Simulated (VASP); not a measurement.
Here is the system:

```yaml
crystal:
  lattice:
    - [0.00000, 3.33797, 3.33797]
    - [3.33797, 0.00000, 3.33797]
    - [3.33797, 3.33797, 0.00000]
  atoms:
    - { symbol: Rb, position: [0.00000, 0.00000, 0.00000] }
    - { symbol: Br, position: [0.50000, 0.50000, 0.50000] }
```

Level of theory: LDA (Ceperley-Alder, Perdew-Zunger), VASP's LDA PAW potentials (set 64) (plane waves; VASP). Numerical set-up: 400 eV cut-off, 7×7×7 Γ-centred mesh, Gaussian smearing of 0.010 eV, potentials Rb_sv Br.

Question: Give the electronic dielectric tensor ε∞ (DFPT, local fields included).

Answer: 
```
2.73  0.00  0.00
0.00  2.73  0.00
0.00  0.00  2.73
```

Question: Give the Born effective charges.

Answer: 
```json
[
 {"atom": "Rb1", "Z*xx": "1.14", "Z*yy": "1.14", "Z*zz": "1.14", "mean": "1.14"},
 {"atom": "Br2", "Z*xx": "-1.14", "Z*yy": "-1.14", "Z*zz": "-1.14", "mean": "-1.14"}
]
```

Question: And the static tensor with the ions free?

Answer: 
```
4.82  0.00  0.00
0.00  4.82  0.00
0.00  0.00  4.82
```

Question: Which frequencies do the optical Γ-point modes have (no LO-TO splitting)?

Answer: 100 (×3) cm⁻¹.

The compound is RbBr in the rock salt structure. It was relaxed first, which changed the volume by -9 %.
